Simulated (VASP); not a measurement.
Level of theory: optB86b-vdW, VASP's PBE PAW potentials (set 64) (plane waves; VASP 6.6.1).

VASP input:

INCAR:
```
# general
SYSTEM  =HfC
PREC    =Accurate
ENCUT   =520
LREAL   =.FALSE.   # projection in real space or not
LASPH   =.TRUE.

# electronic loop
EDIFF   =1E-7   # SCF stop (eV)
NELM    =100   # most electronic steps
ALGO    =Normal   # blocked Davidson
LMAXMIX =6   # l cut-off of mixed one-centre charges

# smearing
ISMEAR  =-5

# functional
GGA     =MK
LUSE_VDW=.TRUE.
AGGAC   =0.0
PARAM1  =0.1234
PARAM2  =1.0

# ions
ISIF    =2   # forces and stress, cell fixed

# output
LWAVE   =.FALSE.
LCHARG  =.TRUE.
LORBIT  =11   # lm-projected
NEDOS   =601
```

File POSCAR:
```
HfC
1
   -0.0000000000     2.3157294115     2.3157294115
    2.3157294115     0.0000000000     2.3157294115
    2.3157294115     2.3157294115    -0.0000000000
Hf C
1 1
Direct
  0.0000000000   0.0000000000   0.0000000000
  0.5000000000   0.5000000000   0.5000000000
```

**KPOINTS**
```
Automatic mesh
0
Gamma
15 15 15
```

POTCAR, in this order: Hf_pv C (PBE.64 set). Program: vasp_std.

For a metal the tetrahedron method with Blöchl corrections gives inexact stress and forces. Unless said otherwise, spin-orbit coupling is left out, though it shifts the bands of the heavy elements here.

**Question.** Estimate the energy per atom (σ→0), band gap (on the k-mesh).

**Answer.** 
```
Property                                                    Result
------------------------  ----------------------------------------
energy per atom (σ→0)                               -8.939 eV/atom
band gap (on the k-mesh)  none (metal, semimetal or under 0.01 eV)
```

### OSZICAR
```
...
DAV:   8    -0.178846541175E+02    0.64777E-02   -0.55031E-02  2930   0.240E+00    0.604E+00
DAV:   9    -0.178789707977E+02    0.56833E-02   -0.27360E-02  3018   0.998E-01    0.191E+00
DAV:  10    -0.178787837013E+02    0.18710E-03   -0.80778E-04  3142   0.249E-01    0.470E-01
DAV:  11    -0.178787706294E+02    0.13072E-04   -0.20490E-04  3056   0.105E-01    0.635E-02
DAV:  12    -0.178787691385E+02    0.14909E-05   -0.75062E-06  3070   0.249E-02    0.714E-02
DAV:  13    -0.178787686401E+02    0.49844E-06   -0.64723E-07  3193   0.796E-03    0.307E-03
DAV:  14    -0.178787686259E+02    0.14132E-07   -0.98041E-09  1512   0.105E-03
   1 F= -.17878769E+02 E0= -.17878769E+02  d E =0.000000E+00
```

The compound is HfC in the rock salt structure. It was relaxed first.
